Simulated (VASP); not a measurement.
Wanted: the native input for a VASP 6.6.1 run.

```yaml
Task: band structure
Functional: BLYP
Potentials_or_basis: VASP PAW PBE potentials, release 64 (Li_sv, Mo_sv)
Cutoff: 520 eV
k_mesh: 11 × 11 × 6
Occupations: fermi-dirac, width 0.05 eV
Spin: no spin polarisation
Further_INCAR_settings: ALGO = Normal; EDIFF = 1e-06
```

The structure of LiMo lies in POSCAR:

```
LiMo
1.0
    2.6734600000      0.0000000000      0.0000000000
   -1.3367300000      2.3152800000      0.0000000000
    0.0000000000      0.0000000000      5.0047100000
Li Mo
1 1
Direct
    0.0000000000      0.0000000000      0.0000000000
    0.3333300000      0.6666700000      0.5000000000
```

The cell was built by a generator and needn't be a form met in nature.

These files were run (other wordings do the same):

INCAR

```
  AGGAC = 1.0
  AGGAX = 1.0
  ALDAC = 0.0
  ALDAX = 1.0
  ALGO = Normal
  EDIFF = 1E-6
  ENCUT = 520
  GGA = B5
  ISIF = 2
  ISMEAR = -1
  LASPH = True
  LCHARG = False
  LMAXMIX = 4
  LREAL = False
  LWAVE = False
  NELM = 100
  PREC = Accurate
  SIGMA = 0.05
```

KPOINTS

```
k-points
0
Gamma
  11 11 6
```

KPOINTS_OPT

```
path GMKGALHA,LM,KH
10
line-mode
reciprocal
 0.0000000000  0.0000000000  0.0000000000  G
 0.5000000000  0.0000000000  0.0000000000  M

 0.5000000000  0.0000000000  0.0000000000  M
 0.3333333333  0.3333333333  0.0000000000  K

 0.3333333333  0.3333333333  0.0000000000  K
 0.0000000000  0.0000000000  0.0000000000  G

 0.0000000000  0.0000000000  0.0000000000  G
 0.0000000000  0.0000000000  0.5000000000  A

 0.0000000000  0.0000000000  0.5000000000  A
 0.5000000000  0.0000000000  0.5000000000  L

 0.5000000000  0.0000000000  0.5000000000  L
 0.3333333333  0.3333333333  0.5000000000  H

 0.3333333333  0.3333333333  0.5000000000  H
 0.0000000000  0.0000000000  0.5000000000  A

 0.5000000000  0.0000000000  0.5000000000  L
 0.5000000000  0.0000000000  0.0000000000  M

 0.3333333333  0.3333333333  0.0000000000  K
 0.3333333333  0.3333333333  0.5000000000  H
```

Potentials or basis: VASP PAW PBE potentials, release 64 (Li_sv, Mo_sv).

Run with:

```bash
$ cat potpaw_PBE.64/Li_sv/POTCAR potpaw_PBE.64/Mo_sv/POTCAR > POTCAR
$ mpirun -np 1 vasp_std > vasp.out
```

It gave:

```json
{
 "Band gap along the path": "none (metal or under the smearing width)"
}
```

Wall time 25 s on 1 thread of Intel(R) Xeon(R) 6975P-C (Granite Rapids) (shared host), peak memory 0.22 GiB.
